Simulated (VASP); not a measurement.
Output of a VASP run:

OUTCAR:
```
 ion  position               nearest neighbor table
   1  0.500  0.500  0.500-   2 2.52   2 2.52   2 2.52   2 2.52   2 2.52   2 2.52   2 2.52   2 2.52
  LATTYP: Found a simple cubic cell.
 ALAT       =     2.9100000000
 Subroutine PRICEL returns:
 Original cell was already a primitive cell.
 Subroutine GETGRP returns: Found 48 space group operations
The static configuration has the point symmetry O_h .
The dynamic configuration has the point symmetry O_h .
 Subroutine INISYM returns: Found 48 space group operations
 Subroutine IBZKPT returns following result:
 Found     56 irreducible k-points:

 Following reciprocal coordinates:
            Coordinates               Weight
  0.000000  0.000000  0.000000      1.000000
  0.090909  0.000000  0.000000      6.000000
  0.181818  0.000000  0.000000      6.000000
  0.272727  0.000000  0.000000      6.000000
  0.363636  0.000000  0.000000      6.000000
  0.454545  0.000000  0.000000      6.000000
  0.090909  0.090909  0.000000     12.000000
  0.181818  0.090909  0.000000     24.000000
  0.272727  0.090909  0.000000     24.000000
  0.363636  0.090909  0.000000     24.000000
  0.454545  0.090909  0.000000     24.000000
  0.181818  0.181818  0.000000     12.000000
  0.272727  0.181818  0.000000     24.000000
  0.363636  0.181818  0.000000     24.000000
  0.454545  0.181818  0.000000     24.000000
  0.272727  0.272727  0.000000     12.000000
  0.363636  0.272727  0.000000     24.000000
  0.454545  0.272727  0.000000     24.000000
  0.363636  0.363636  0.000000     12.000000
  0.454545  0.363636  0.000000     24.000000
  0.454545  0.454545  0.000000     12.000000
  0.090909  0.090909  0.090909      8.000000
  0.181818  0.090909  0.090909     24.000000
  0.272727  0.090909  0.090909     24.000000
  0.363636  0.090909  0.090909     24.000000
  0.454545  0.090909  0.090909     24.000000
  0.181818  0.181818  0.090909     24.000000
  0.272727  0.181818  0.090909     48.000000
  0.363636  0.181818  0.090909     48.000000
  0.454545  0.181818  0.090909     48.000000
  0.272727  0.272727  0.090909     24.000000
  0.363636  0.272727  0.090909     48.000000
  0.454545  0.272727  0.090909     48.000000
  0.363636  0.363636  0.090909     24.000000
  0.454545  0.363636  0.090909     48.000000
  0.454545  0.454545  0.090909     24.000000
  0.181818  0.181818  0.181818      8.000000
  0.272727  0.181818  0.181818     24.000000
  0.363636  0.181818  0.181818     24.000000
  0.454545  0.181818  0.181818     24.000000
   k-points           NKPTS =     56   k-points in BZ     NKDIM =     56   number of bands    NBANDS=      9
   number of dos      NEDOS =    301   number of ions     NIONS =      2
   total plane-waves  NPLWV =   8000
   dimension x,y,z NGX =    20 NGY =   20 NGZ =   20
   dimension x,y,z NGXF=    40 NGYF=   40 NGZF=   40
   ions per type =               1   1
   PREC   = accura    normal or accurate (medium, high low for compatibility)
   ISTART =      0    job   : 0-new  1-cont  2-samecut
   ICHARG =      2    charge: 1-file 2-atom 10-const
   ISPIN  =      1    spin polarized calculation?
   LNONCOLLINEAR =      F non collinear calculations
   LSORBIT =      F    spin-orbit coupling
   INIWAV =      1    electr: 0-lowe 1-rand  2-diag
   ENCUT  =  400.0 eV  29.40 Ry    5.42 a.u.   4.75  4.75  4.75*2*pi/ulx,y,z
   NELM   =    100;   NELMIN=  2; NELMDL= -5     # of ELM steps
   EDIFF  = 0.1E-05   stopping-criterion for ELM
   LREAL  =      F    real-space projection
   NLSPLINE    = F    spline interpolate recip. space projectors
   LMAXMIX     =    4 max onsite mixed and CHGCAR
   VOSKOWN=      0    Vosko Wilk Nusair interpolation
   EDIFFG = 0.1E-04   stopping-criterion for IOM
   NSW    =      0    number of steps for IOM
   NBLOCK =      1;   KBLOCK =      1    inner block; outer block
   IBRION =     -1    ionic relax: 0-MD 1-quasi-New 2-CG
   NFREE  =      0    steps in history (QN), initial steepest desc. (CG)
...
```

File OSZICAR:
```
       N       E                     dE             d eps       ncg     rms          rms(c)
DAV:   1     0.266658469924E+02    0.26666E+02   -0.42574E+03  1016   0.988E+02
DAV:   2    -0.110345880819E+02   -0.37700E+02   -0.36144E+02  1017   0.164E+02
DAV:   3    -0.120231154659E+02   -0.98853E+00   -0.97438E+00  1211   0.357E+01
DAV:   4    -0.120421946144E+02   -0.19079E-01   -0.19060E-01  1326   0.445E+00
DAV:   5    -0.120425046147E+02   -0.31000E-03   -0.30999E-03  1239   0.472E-01    0.130E+01
DAV:   6    -0.140574562777E+02   -0.20150E+01   -0.67936E+01  1148   0.128E+02    0.175E+01
DAV:   7    -0.104014573881E+02    0.36560E+01   -0.34048E+01  1112   0.800E+01    0.236E+00
DAV:   8    -0.104022920137E+02   -0.83463E-03   -0.18396E-01  1147   0.513E+00    0.141E+00
DAV:   9    -0.104171903185E+02   -0.14898E-01   -0.41818E-02  1417   0.298E+00    0.425E-01
DAV:  10    -0.104211720858E+02   -0.39818E-02   -0.68005E-03  1472   0.931E-01    0.165E-01
DAV:  11    -0.104217455829E+02   -0.57350E-03   -0.87151E-04  1357   0.303E-01    0.336E-02
DAV:  12    -0.104217699863E+02   -0.24403E-04   -0.76725E-05  1210   0.988E-02    0.204E-02
DAV:  13    -0.104217699556E+02    0.30680E-07   -0.12197E-06   634   0.152E-02
   1 F= -.10421770E+02 E0= -.10421597E+02  d E =-.519181E-03
```

OUTCAR:
```
------------------------ aborting loop because EDIFF is reached ----------------------------------------
  FORCE on cell =-STRESS in cart. coord.  units (eV):
  Direction    XX          YY          ZZ          XY          YZ          ZX
  --------------------------------------------------------------------------------------
  Total       -1.3510427     -1.3510427     -1.3510427      0.0000000     -0.0000000      0.0000000
  in kB      -87.8416934    -87.8416934    -87.8416934      0.0000000     -0.0000000      0.0000000
  external PRESSURE =     -87.8416934 kB  Pullay stress =       0.0000000 kB
  volume of cell :       24.64
      direct lattice vectors                 reciprocal lattice vectors
     2.910000000  0.000000000  0.000000000     0.343642612  0.000000000  0.000000000
     0.000000000  2.910000000  0.000000000     0.000000000  0.343642612  0.000000000
     0.000000000  0.000000000  2.910000000     0.000000000  0.000000000  0.343642612
 POSITION                                       TOTAL-FORCE (eV/Angst)
 -----------------------------------------------------------------------------------
      1.45500      1.45500      1.45500         0.000000      0.000000      0.000000
      0.00000      0.00000      0.00000         0.000000      0.000000      0.000000
 -----------------------------------------------------------------------------------
    total drift:                               -0.000000      0.000000      0.000000
  FREE ENERGIE OF THE ION-ELECTRON SYSTEM (eV)
  ---------------------------------------------------
  free  energy   TOTEN  =       -10.4217699556 eV

  energy  without entropy=      -10.4212507750  energy(sigma->0) =      -10.42159690

 total charge

# of ion       s       p       d       tot
------------------------------------------
    1        0.393   0.416   0.000   0.810
    2        0.413   0.457   6.526   7.397
--------------------------------------------------
tot          0.807   0.874   6.526   8.207
```
(Selected blocks of OUTCAR.)

POSCAR:
```
FeAl
1
    2.9100000000     0.0000000000     0.0000000000
    0.0000000000     2.9100000000     0.0000000000
    0.0000000000     0.0000000000     2.9100000000
Al Fe
1 1
Direct
  0.5000000000   0.5000000000   0.5000000000
  0.0000000000   0.0000000000   0.0000000000
```

Q: Reconstruct the remaining input files.

A: This is not unique; one that fits is the input of the run itself, PBE GGA + U (Dudarev), plane waves, VASP's PBE PAW potentials (set 64).

### KPOINTS
```
Automatic mesh
0
Gamma
11 11 11
0 0 0
```

INCAR:
```
# general
SYSTEM     =  FeAl
PREC       =  Accurate
ENCUT      =  400
LREAL      =  .False.
LASPH      =  .True.

# electronic loop
EDIFF      =  1E-6
NELM       =  100
ALGO       =  Normal
LMAXMIX    =  4

# smearing
ISMEAR     =  1
SIGMA      =  0.1

# functional
GGA        =  PE

# DFT+U
LDAU       =  .True.
LDAUTYPE   =  2
LDAUL      =  -1 2
LDAUU      =  0 2.0
LDAUJ      =  0 0
LDAUPRINT  =  1

# ions
ISIF       =  2

# output
LWAVE      =  .False.
LCHARG     =  .False.
LORBIT     =  10
```

POTCAR, in this order: Al Fe (PBE.64 set). Program: vasp_std.

The compound is FeAl in the CsCl type structure. The cell was not relaxed at this level. The run is one of a series of settings (LDAU = .TRUE., LDAUJ = 0 0, LDAUL = -1 2, LDAUTYPE = 2, LDAUU = 0 2.0 against the base run), some of them coarse on purpose. The run is not spin-polarised, so no magnetic state was tried. The electron count is odd and the run is not spin-polarised, which forces a metal.
